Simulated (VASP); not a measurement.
Here is the system:

```
CELL_PARAMETERS angstrom
      1.93419    -3.35011     0.00000
      1.93419     3.35011     0.00000
      0.00000     0.00000     5.01473
ATOMIC_POSITIONS crystal
  Ni 0.00000 0.00000 0.50000
  Ni 0.00000 0.00000 0.00000
  Sb 0.33333 0.66667 0.25000
  Sb 0.66667 0.33333 0.75000
```

Method: PBEsol GGA, VASP's PBE PAW potentials (set 64) (plane waves; VASP). Settings: 500 eV cut-off, 9×9×6 Γ-centred mesh, first-order Methfessel-Paxton smearing of 0.10 eV, potentials Ni Sb.

Unless said otherwise, spin-orbit coupling is left out, though it shifts the bands of the heavy elements here.

### Question
What does the run give for the energy per atom (σ→0), pressure, band gap (on the k-mesh) with the smallest direct gap where there is one?

### Answer

```json
{
  "band gap (on the k-mesh)": "none (metal, semimetal or under 0.01 eV)",
  "energy per atom (σ→0)": "-5.662 eV/atom",
  "pressure": "5.04 GPa"
}
```

Only differences to runs with the same potentials and settings are physical.

The compound is NiSb in the NiAs type structure. It was relaxed first under an external pressure of 5 GPa. The run is not spin-polarised, so no magnetic state was tried.
